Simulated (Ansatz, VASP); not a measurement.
**GeF2 (fluorite type (invented)): VASP beside Ansatz**

Wanted: the spread between two codes on one cell, functional and k mesh. The cell is generated by rule, not measured, and may not be a known phase. The cell is taken from a series of runs on this material, whose earlier steps may have relaxed, scaled, displaced or heated it; both programs get it as it stands.

Program: Ansatz 0.2.0. Level of theory: plane waves, with VASP 6.6.1 beside it; LDA. Results are calculated unless marked as measured.

## (1) The structure

The structure is cubic, space group Fm-3m (No. 225). The conventional cell has a = 5.380 Å, b = 5.380 Å, c = 5.380 Å, α = 90.00°, β = 90.00°, γ = 90.00°. Nearest to Ge lie 8 F at 2.33 Å. Nearest to F lie 4 Ge at 2.33 Å. Farther neighbours and most contacts between anions are not listed.

## (2) VASP: relaxation of cell and atoms, LDA

The relaxed volume is the usual yardstick between codes: in a stiff, nearly cubic crystal its relative difference is about their pressure difference at one cell divided by the bulk modulus.

Lines of VASP's logs that name or quote its potential files are left out, and so is its time.

INCAR reads:

```
SYSTEM = GeF2
PREC = Accurate
ENCUT = 600
EDIFF = 1E-07
NELM = 120
ISMEAR = 0
SIGMA = 0.01
LREAL = .FALSE.
ALGO = Normal
GGA = PW92
NBANDS = 20
LORBIT = 11
LWAVE = .FALSE.
LCHARG = .FALSE.
ISIF = 3
IBRION = 2
NSW = 80
EDIFFG = -0.005
LASPH = .TRUE.
GGA_COMPAT = .FALSE.
NELMIN = 4
EFERMI = MIDGAP
KPAR = 2
```

POSCAR reads:

```
GeF2
1.0
    0.0000000000      2.6899610000      2.6899610000
    2.6899610000      0.0000000000      2.6899610000
    2.6899610000      2.6899610000      0.0000000000
Ge F
1 2
Direct
    0.0000000000      0.0000000000      0.0000000000
    0.2500000000      0.2500000000      0.2500000000
    0.7500000000      0.7500000000      0.7500000000
```

KPOINTS reads:

```
Automatic mesh
0
Gamma
8 8 8
0 0 0
```

Potentials, in the order of the species: Ge_d and F (LDA family, release 64).

Started as:

```bash
mpirun -np 2 vasp_std
```

Numbers of over 12 decimals in the logs are rounded to 6 here.

The log of the run:

```text
[banner, memory and clock lines left out]
running    2 mpi-ranks, on    1 nodes
 distrk:  each k-point on    1 cores,    2 groups
 distr:  one band on    1 cores,    1 groups

 POSCAR found type information on POSCAR GeF
 POSCAR found :  2 types and       3 ions
|                                                                             |
|               ----> ADVICE to this user running VASP <----                  |
|                                                                             |
|     You enforced a specific xc type in the INCAR file but a different       |
|     [... a line on the potential file left out ...]
|     I HOPE YOU KNOW WHAT YOU ARE DOING!                                     |
|                                                                             |

 LDA part: xc-table for (Slater(with rela. corr.)+PW92), standard interpolation
 POSCAR, INCAR and KPOINTS ok, starting setup
 FFT: planning ... GRIDC
 FFT: planning ... GRID_SOFT
 FFT: planning ... GRID
 WAVECAR not read
 entering main loop
       N       E                     dE             d eps       ncg     rms          rms(c)
DAV:   1     0.286174541811E+03    0.28617E+03   -0.16131E+04  1392   0.356E+03
DAV:   2     0.183340680029E+02   -0.26784E+03   -0.25287E+03  1244   0.784E+02
DAV:   3    -0.159078504852E+02   -0.34242E+02   -0.33928E+02  1320   0.164E+02
DAV:   4    -0.170715214674E+02   -0.11637E+01   -0.11632E+01  1268   0.326E+01
DAV:   5    -0.170899512853E+02   -0.18430E-01   -0.18429E-01  1308   0.456E+00    0.701E+00
DAV:   6    -0.156962580261E+02    0.13937E+01   -0.67997E+00  1592   0.315E+01    0.241E+00
DAV:   7    -0.156700778648E+02    0.26180E-01   -0.31643E-01  1208   0.403E+00    0.127E+00
DAV:   8    -0.156511311130E+02    0.18947E-01   -0.65070E-02  1356   0.278E+00    0.349E-01
DAV:   9    -0.156495341351E+02    0.15970E-02   -0.10311E-02  1600   0.114E+00    0.735E-02
DAV:  10    -0.156496339077E+02   -0.99773E-04   -0.45261E-04  1396   0.274E-01    0.298E-02
DAV:  11    -0.156496205490E+02    0.13359E-04   -0.37750E-05  1368   0.756E-02    0.547E-03
DAV:  12    -0.156496212011E+02   -0.65215E-06   -0.27122E-06  1420   0.189E-02    0.144E-03
DAV:  13    -0.156496211906E+02    0.10490E-07   -0.18167E-07  1004   0.351E-03
   1 F= -.15649621E+02 E0= -.15649621E+02  d E =-.156496E+02
 curvature:   0.00 expect dE= 0.000E+00 dE for cont linesearch  0.000E+00
 trial: gam= 0.00000 g(F)=  0.426E-47 g(S)=  0.389E-04 ort = 0.000E+00 (trialstep = 0.100E+01)
 search vector abs. value=  0.389E-04
 bond charge predicted
       N       E                     dE             d eps       ncg     rms          rms(c)
DAV:   1    -0.156502422978E+02   -0.62110E-03   -0.92756E-03  1488   0.145E+00    0.182E-01
DAV:   2    -0.156497261581E+02    0.51614E-03   -0.20858E-03  1292   0.423E-01    0.523E-02
DAV:   3    -0.156496650096E+02    0.61148E-04   -0.88098E-05  1424   0.211E-01    0.291E-02
DAV:   4    -0.156496401933E+02    0.24816E-04   -0.40210E-05  1280   0.137E-01    0.515E-03
DAV:   5    -0.156496395532E+02    0.64013E-06   -0.44156E-06  1752   0.352E-02    0.287E-03
DAV:   6    -0.156496392774E+02    0.27585E-06   -0.59435E-07   964   0.155E-02    0.765E-04
DAV:   7    -0.156496392832E+02   -0.58290E-08   -0.35537E-08   692   0.235E-03
   2 F= -.15649639E+02 E0= -.15649639E+02  d E =-.180926E-04
 trial-energy change:   -0.000018  1 .order   -0.000020   -0.000039   -0.000001
 step:   1.0397(harm=  1.0275)  dis= 0.00000  next Energy=   -15.649639 (dE=-0.181E-04)
 reached required accuracy - stopping structural energy minimisation
```

Parts of OUTCAR (step 2):

```text
ion  position               nearest neighbor table
   1  0.000  0.000  0.000-   3 2.33   3 2.33   3 2.33   2 2.33   2 2.33   2 2.33   3 2.33   2 2.33

  LATTYP: Found a face centered cubic cell.
 ALAT       =     5.3799220000

 Subroutine GETGRP returns: Found 48 space group operations
 (whereof 48 operations were pure point group operations)

The static configuration has the point symmetry O_h .

 Found     29 irreducible k-points:

   k-points           NKPTS =     29   k-points in BZ     NKDIM =     29   number of bands    NBANDS=     20

   dimension x,y,z NGX =    30 NGY =   30 NGZ =   30
   dimension x,y,z NGXF=    60 NGYF=   60 NGZF=   60

   ENCUT  =  600.0 eV  44.10 Ry    6.64 a.u.   7.60  7.60  7.60*2*pi/ulx,y,z

   NELECT =      28.0000    total number of electrons

 k-points in reciprocal lattice and weights: Automatic mesh
   0.00000000  0.00000000  0.00000000       0.002
   0.12500000  0.00000000  0.00000000       0.016
   0.25000000  0.00000000  0.00000000       0.016
   0.37500000  0.00000000  0.00000000       0.016
   0.50000000  0.00000000  0.00000000       0.008
   0.12500000  0.12500000  0.00000000       0.012
   0.25000000  0.12500000  0.00000000       0.047
   0.37500000  0.12500000  0.00000000       0.047
   0.50000000  0.12500000  0.00000000       0.047
[...]
-0.37500000  0.50000000  0.12500000       0.023
  -0.25000000  0.50000000  0.25000000       0.012

 average (electrostatic) potential at core
       1 -76.8611       2 -76.0500       3 -76.0500

 E-fermi :   3.7527

 k-point     1 :       0.0000    0.0000    0.0000
  band No.  band energies     occupation
    ...
     10      -2.2373      2.00000
     11      -2.2373      2.00000
     12      -1.0802      2.00000
     13      -1.0802      2.00000
     14      -1.0802      2.00000
     15       7.2723      0.00000
     16       7.2723      0.00000
     17       7.2723      0.00000
     18      12.9364      0.00000
     19      16.2947      0.00000
    ...

 k-point     2 :       0.1250    0.0000    0.0000
  band No.  band energies     occupation
    ...
     10      -2.2422      2.00000
     11      -2.2422      2.00000
     12      -1.1538      2.00000
     13      -1.1538      2.00000
     14      -0.2920      2.00000
     15       6.9978      0.00000
     16       7.4464      0.00000
     17       7.4464      0.00000
     18      13.6579      0.00000
     19      16.1193      0.00000
    ...

 k-point     3 :       0.2500    0.0000    0.0000
  band No.  band energies     occupation
    ...
     10      -2.2398      2.00000
     11      -2.2398      2.00000
     12      -1.3416      2.00000
     13      -1.3416      2.00000
     14       0.8254      2.00000
     15       6.6722      0.00000
     16       7.8801      0.00000
     17       7.8801      0.00000
     18      14.8065      0.00000
     19      15.8209      0.00000
    ...

  Total       -0.0007591     -0.0007591     -0.0007591     -0.0000000     -0.0000000     -0.0000000
  in kB       -0.0312854     -0.0312854     -0.0312854     -0.0000000     -0.0000000     -0.0000000
  external PRESSURE =      -0.0312854 kB  Pullay stress =       0.0000000 kB

  energy-cutoff  :      600.00
  volume of cell :       38.88
      direct lattice vectors                 reciprocal lattice vectors
     0.000000000  2.688732853  2.688732853    -0.185961205  0.185961205  0.185961205
     2.688732853  0.000000000  2.688732853     0.185961205 -0.185961205  0.185961205
     2.688732853  2.688732853 -0.000000000     0.185961205  0.185961205 -0.185961205

 POSITION                                       TOTAL-FORCE (eV/Angst)
 -----------------------------------------------------------------------------------
      2.68873      2.68873      5.37747         0.000000     -0.000000      0.000000
      1.34437      1.34437      1.34437        -0.000000     -0.000000     -0.000000
      4.03310      4.03310      4.03310         0.000000      0.000000      0.000000
 -----------------------------------------------------------------------------------
    total drift:                                0.000000     -0.000000      0.000000

  FREE ENERGIE OF THE ION-ELECTRON SYSTEM (eV)
  ---------------------------------------------------
  free  energy   TOTEN  =       -15.6496392832 eV

  energy  without entropy=      -15.6496392832  energy(sigma->0) =      -15.64963928

 reached required accuracy - stopping structural energy minimisation

 total charge
# of ion       s       p       d       tot
------------------------------------------
    1        1.489   0.396  10.043  11.929
    2        1.735   4.305   0.000   6.040
    3        1.735   4.305   0.000   6.040
--------------------------------------------------
tot          4.958   9.007  10.043  24.008

[... 3 further parts left out ...]
```

CONTCAR:

```
GeF2
   1.00000000000000
     0.0000000000000000    2.6887328526051602    2.6887328526051602
     2.6887328526051602    0.0000000000000000    2.6887328526051602
     2.6887328526051602    2.6887328526051602   -0.0000000000000000
  Ge              F
     1     2
Direct
     1.0000000000000000    1.0000000000000000    0.0000000000000000
     0.2500000000000000    0.2500000000000000    0.2500000000000000
     0.7500000000000000    0.7500000000000000    0.7500000000000000
```

The gap is read on the k-mesh alone, so it is an upper bound where the band edges lie off the mesh. The run keeps the 48 symmetry operations of its start, so it cannot find a distortion of lower symmetry.

## (3) Ansatz: relaxation of cell and atoms, LDA

Ansatz runs on its default PAW (the set named soft_2) files.

The same cell, functional (in two slightly different forms) and mesh now go to Ansatz, which takes its cutoff from its data sets.

input.yaml reads:

```yaml
crystal:
  lattice:
    - [0.0, 2.6899606658, 2.6899606658]
    - [2.6899606658, 0.0, 2.6899606658]
    - [2.6899606658, 2.6899606658, 0.0]
  atoms:
    - { symbol: Ge, position: [0.0, 0.0, 0.0] }
    - { symbol: F, position: [0.25, 0.25, 0.25] }
    - { symbol: F, position: [0.75, 0.75, 0.75] }
kpoints:
  mp_grid: { grid: [8, 8, 8] }
hamiltonian:
  xc: lda
scf:
  occupations: { method: fixed }
output:
  forces: true
  stress: true
  eigenvalues: true
relax:
  adjacent_minimum: "off"
  f_tol: 0.001
  max_steps: 60
  cell: { stress_tol: 0.01 }
```

Started as:

```bash
ansatz run input.yaml --threads 2 --pin off --max-ram 5120MiB --backend cpu --events-out ev --progress --plain --runs-dir out
```

The log of the run:

```text
Engine: ansatz 0.2.0, aarch64-unknown-linux-gnu
Pseudopotentials: kind: paw
Pseudopotential: Ge, paw, valence charge 14, recommended cutoff 420 eV (normal), Ge.paw.azcp
Pseudopotential: F, paw, valence charge 7, recommended cutoff 420 eV (normal), F.paw.azcp
Functional definition: SPW92
  exchange = slater_x
  correlation = pw_c
Crystal: 3 atoms, lattice volume = 38.929 Å³
Basis set: ecut = 420 eV, 749 PW (Γ)
Bands: 18, of which v1, the nominal top of the filled ones, is band 14 counted from 1 (13 counted from 0)
Symmetry: 48 space group operations
Space group: Fm-3m (ITA 225), of the structure as read, at distance tolerance 3.4e-5 Å
k-points: 29 of 512
Non-local potential: Ge, projectors of the file, l = 0: 2, l = 1: 2, l = 2: 3, l = 3: 1
Non-local potential: F, projectors of the file, l = 0: 2, l = 1: 2, l = 2: 1
PAW form: soft (Blöchl's): semilocal exchange-correlation on the pseudo side does not see the compensation charge
PAW frozen core: Ge, regenerated for the run's functional, and the local potential with it (the file was generated under x = pbe(κ = 0.804, μ = 0.219515), c = pbe(β = 0.066725))
PAW frozen core: F, regenerated for the run's functional, and the local potential with it (the file was generated under x = pbe(κ = 0.804, μ = 0.219515), c = pbe(β = 0.066725))
PAW one-centre angular grid: Ge, 590 points (default); XC on 64 Gauss nodes
PAW one-centre angular grid: F, 110 points (default); XC on 64 Gauss nodes
Initial density: superposition of atomic densities (neutral atoms: chi_scale 0, normalization atom), corrected by the library's trained network
Initial wavefunctions: pseudopotential atomic-orbital guess
Functional: x = slater, c = lda
SCF iter   1: F=—  HF=-5803.409796 eV  |F-HF|=—  |Δ(HF+E_count)|=         —  Δρ=1.88e-2  dr2=1.01e-1  ethr=1.77e-3  ⟨swp⟩=3.9  Hψ=2103  notcnv=0  defer=37
preconditioner: auto → none  [insulator: Δε(μ)=3.508 eV  Ē_g=20.284 eV  n_scr=14 (ndim 8)  ℏωp=31.5 eV  f_vac=0.114  ε∞_Penn≈3.4]
SCF iter   2: F=—  HF=-5803.393534 eV  |F-HF|=—  |Δ(HF+E_count)|=   1.63e-2  Δρ=1.30e-2  dr2=3.77e-2  ethr=3.59e-4  ⟨swp⟩=2.0  Hψ=1092  notcnv=0  defer=39
SCF iter   3: F=—  HF=-5803.382355 eV  |F-HF|=—  |Δ(HF+E_count)|=   1.12e-2  Δρ=1.49e-3  dr2=2.97e-4  ethr=1.35e-4  ⟨swp⟩=2.0  Hψ=796  notcnv=0  defer=48
SCF iter   4: F=—  HF=-5803.382309 eV  |F-HF|=—  |Δ(HF+E_count)|=   4.63e-5  Δρ=3.12e-4  dr2=1.60e-5  ethr=1.06e-6  ⟨swp⟩=1.4  Hψ=550  notcnv=0  defer=46
SCF iter   5: F=—  HF=-5803.382308 eV  |F-HF|=—  |Δ(HF+E_count)|=   1.06e-6  Δρ=3.25e-5  dr2=1.58e-7  ethr=5.73e-8  ⟨swp⟩=2.9  Hψ=885  notcnv=0  defer=2
SCF iter   6: F=-5803.382307 eV  HF=-5803.382308 eV  |F-HF|=3.43e-8  |Δ(HF+E_count)|=   1.25e-8  Δρ=9.19e-6  dr2=2.59e-8  ethr=3.57e-10  ⟨swp⟩=5.8  Hψ=2234  notcnv=0
SCF 1 converged in 6 iterations: F = -5803.382307 eV  dr2 = 2.59e-8
  greatest PAW one-centre occupation: 0.999 electrons in one spin orbital (limit 2), on the Ge atom at site 0 (counted from 0), in its partial waves of l = 2
relax step   1: F+E_penalty+E_count = -5803.38230750 eV  Δ(F+E_penalty+E_count) = +0.000e0 eV  max|allowed force component| = 1.234e-17 eV/Å  Δτ_max = 0.0000 Å  P = +0.009 GPa  Ω = 38.929 Å³  (6 SCF iters, dr2 threshold 1.00e-7 eV, accepted)
Initial density: handed on by an earlier stage of this run
Initial wavefunctions: pseudopotential atomic-orbital guess (no wavefunctions were taken with the density)
iter 1 solved again at ethr=5.34e-8 eV; its pass at ethr=3.10e-3 eV (dr2=1.49e-5 eV) is discarded
SCF iter   1: F=—  HF=-5803.382308 eV  |F-HF|=—  |Δ(HF+E_count)|=         —  Δρ=9.77e-6  dr2=2.81e-8  ethr=5.34e-8  ⟨swp⟩=3.0  Hψ=3311  notcnv=0  defer=40
preconditioner: auto → none  [insulator: Δε(μ)=3.694 eV  Ē_g=20.397 eV  n_scr=14 (ndim 8)  ℏωp=31.5 eV  f_vac=0.112  ε∞_Penn≈3.4]
SCF iter   2: F=—  HF=-5803.382308 eV  |F-HF|=—  |Δ(HF+E_count)|=   4.33e-7  Δρ=7.44e-6  dr2=1.28e-8  ethr=1.00e-10  ⟨swp⟩=2.0  Hψ=928  notcnv=0  defer=27
SCF iter   3: F=—  HF=-5803.382308 eV  |F-HF|=—  |Δ(HF+E_count)|=   3.86e-9  Δρ=5.70e-7  dr2=6.36e-11  ethr=4.56e-11  ⟨swp⟩=2.2  Hψ=784  notcnv=0  defer=27
SCF iter   4: F=—  HF=-5803.382308 eV  |F-HF|=—  |Δ(HF+E_count)|=  2.91e-11  Δρ=2.59e-7  dr2=8.84e-12  ethr=1.00e-12  ⟨swp⟩=1.2  Hψ=548  notcnv=0  defer=27
SCF iter   5: F=-5803.382308 eV  HF=-5803.382308 eV  |F-HF|=9.09e-13  |Δ(HF+E_count)|=  3.64e-12  Δρ=5.97e-8  dr2=5.00e-13  ethr=1.00e-12  ⟨swp⟩=5.7  Hψ=2490  notcnv=0
SCF 2 converged in 5 iterations: F = -5803.382308 eV  dr2 = 5.00e-13
relax step   2: F+E_penalty+E_count = -5803.38230752 eV  Δ(F+E_penalty+E_count) = -2.217e-8 eV  max|allowed force component| = 3.084e-18 eV/Å  Δτ_max = 0.0000 Å  P = +0.009 GPa  Ω = 38.929 Å³  stress off target by 8.73e-3 GPa  SCF on the basis re-selected at this cell (its energy is not comparable with the rows above)  (5 SCF iters)
basis re-selected at this cell: Δ(F+E_penalty+E_count) = -2.217e-8 eV, ΔP = +0.000 GPa vs the last step (what re-selecting the basis moved, of the pressure what is left beyond the Pulay correction that the steps carried, after the strain that the cell walked since its last selection, with what the two solves' SCF thresholds leave and, on support functions, any second-order correction that the steps lacked; it is no m [...]
SCF converged after 5 iterations
Free energy (F): -5803.382308 eV
Harris-Foulkes:  -5803.382308 eV  (|F-HF|=9.09e-13)
Internal energy: -5803.382308 eV  (E = F + TS)
E sigma→0 (E₀):  -5803.382308 eV
Fermi energy:    5.248231 eV
--- Per-component energies (eV) ---
  E_band       = -225.878802
  E_kinetic    = 518.498993
  E_local      = -3358.031392  (includes V_loc(G=0)·N_el)
  E_nonlocal   = 564.634410
  E_hartree    = 1373.893700
  E_xc         = -230.740544
  E_vxc        = -266.157049  (∫ρ·V_xc dr)
  E_paw        = -2306.228738  (= ΣΔE_a)
  E_vpaw       = -432.615651  (= ΣTr[D̂ρ^β])
  E_aug_tail   = 0.004445  (compensation charges beyond the density's cutoff)
  E_ewald      = -2367.548012
  E_core_change = 2.134830  (= ΣΔE_core)
  E_smearing   = -0.000000  (= −TS)
  E_closure    = -0.000000  (closes the sum)
  Σ components = -5803.382308   (vs F -5803.382308, Δ=0.00e0)
--- Forces (eV/Å), atoms counted from 1 ---
  atom   1  Ge    -0.00000000     0.00000000     0.00000000
  atom   2  F     -0.00000000     0.00000000    -0.00000000
  atom   3  F      0.00000000    -0.00000000     0.00000000
  max |Σ_I F_I| component: 4.63e-18 eV/Å
--- Stress (GPa, compression-positive) ---
        0.008728       0.000000      -0.000000
       -0.000000       0.008728       0.000000
        0.000000       0.000000       0.008728
  P = ⅓ Tr σ = 0.0087 GPa (0.087 kbar)
--- Band table (eV; the first three rows and the last of 29) ---
  k-point 0: bands = [... 10 lower, 1.1236, 2.2744, 2.2744, 2.2744, 10.6243, 10.6243, 10.6243, 16.2725]
  k-point 1: bands = [... 10 lower, 1.1180, 2.2020, 2.2020, 3.0536, 10.3489, 10.7975, 10.7975, 16.9940]
  k-point 2: bands = [... 10 lower, 1.1199, 2.0150, 2.0150, 4.1626, 10.0225, 11.2287, 11.2287, 18.1448]
  k-point 28: bands = [... 10 lower, 1.1488, 2.8706, 2.8920, 5.2222, 10.7908, 10.7908, 12.4552, 14.3825]
--- Relaxed structure (1 steps of the walk, 1 accepted, 1 SCFs on fresh bases) ---
  F+E_penalty+E_count = -5803.38230752 eV   max|allowed force component| = 3.084e-18 eV/Å   (the final SCF, on the basis selected at the relaxed cell)
  cell:  # Å, volume = 38.9285 Å³
    - [0.0, 2.6899606658, 2.6899606658]
    - [2.6899606658, 0.0, 2.6899606658]
    - [2.6899606658, 2.6899606658, 0.0]
  atoms:
    - { symbol: Ge, position: [0.0, 0.0, 0.0] }
    - { symbol: F, position: [0.250000, 0.250000, 0.250000] }
    - { symbol: F, position: [0.750000, 0.750000, 0.750000] }
```

In the SCF lines HF is the Harris–Foulkes energy and dr2 the Hartree energy of the density residual, in eV; the loop may stop once dr2 is under the threshold and the program's other checks hold. Hψ counts applications of the Hamiltonian.

## (4) Differences

Known differences besides the potentials themselves: fixed occupations in Ansatz, narrow Gaussian smearing in VASP; the cutoff is 420 eV in Ansatz and 600 eV in VASP; VASP's log shows a relativistic correction to its local exchange, Ansatz's none; Ansatz adds a Pulay correction to the stress that steers its cell, VASP none. Total energies have different zeros and are not compared.

Compared:

```csv
quantity,Ansatz,VASP,difference
volume (Å³),38.93,38.88,+0.14 %
"edge a after relaxation, in the typed setting (Å)",3.804,3.802,+0.05 %
```

[end of part 1 of 2]

[Lines on the potential files, build, host, timing and source positions are cut from VASP's logs without a mark.]

[Logs are printed without paths, hosts, clocks, repeated set-up lines and the standing remarks that a program may print on its own settings, such as how far it seeks lower states.]

[Hosts, paths, dates, database ids (printed as entryN), source tags and the programs' standing remarks are cut or masked in the printed files.]
